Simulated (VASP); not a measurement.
A run of VASP 6.6.1 is set up as follows.

Contents of POSCAR:

```
Rh
1.0
    0.0000000000      1.9147257643      1.9147257643
    1.9147257643      0.0000000000      1.9147257643
    1.9147257643      1.9147257643      0.0000000000
  Rh
     1
Direct
     0.0000000000000000    0.0000000000000000    0.0000000000000000
```

The input INCAR.step1:

```
PREC     = Accurate       # precision mode
ENCUT    = 600            # plane-wave cutoff, eV
EDIFF    = 1E-8           # SCF threshold, eV
ISMEAR   = 1              # smearing method
SIGMA    = 0.2            # smearing width, eV
LREAL    = False          # projectors in reciprocal space
LASPH    = True           # aspherical terms in the spheres
NELM     = 80             # most SCF steps
ALGO     = Normal         # electronic algorithm
ISIF     = 3              # what is computed and relaxed
LWAVE    = False          # write WAVECAR
LCHARG   = False          # write CHGCAR
GGA      = PE             # functional
KPAR     = 2            
IBRION   = 2              # ionic algorithm
NSW      = 40             # ionic steps
EDIFFG   = -0.002         # ionic threshold
```

File INCAR.step2:

```
PREC     = Accurate       # precision mode
ENCUT    = 600            # plane-wave cutoff, eV
EDIFF    = 1E-8           # SCF threshold, eV
ISMEAR   = 1              # smearing method
SIGMA    = 0.2            # smearing width, eV
LREAL    = False          # projectors in reciprocal space
LASPH    = True           # aspherical terms in the spheres
NELM     = 80             # most SCF steps
ALGO     = Normal         # electronic algorithm
ISIF     = 3              # what is computed and relaxed
LWAVE    = False          # write WAVECAR
LCHARG   = False          # write CHGCAR
GGA      = PE             # functional
KPAR     = 2            
IBRION   = 6              # ionic algorithm
NFREE    = 2            
POTIM    = 0.015          # step
NSW      = 1              # ionic steps
```

KPOINTS

```
regular mesh
0
Gamma
  32 32 32
```

Potentials or basis: VASP PAW PBE potentials, release 64 (Rh_pv).

Command:

```sh
$ cat potpaw_PBE.64/Rh_pv/POTCAR > POTCAR
$ cp INCAR.step1 INCAR
$ mpirun -np 2 vasp_std > vasp.out
$ cp CONTCAR POSCAR
$ cp INCAR.step2 INCAR
$ mpirun -np 2 vasp_std > vasp.out
```

**Question.** Predict the elastic constants C11, C12, C44.

**Answer.** 414, 181, 187 GPa.

**Question.** Predict the Voigt bulk modulus.

**Answer.** 259 GPa.

Elastic tensor in Voigt notation (GPa, in the Cartesian axes of the cell as first typed):
```
414 181 181   0   0   0
181 414 181   0   0   0
181 181 414   0   0   0
  0   0   0 187   0   0
  0   0   0   0 187   0
  0   0   0   0   0 187
```
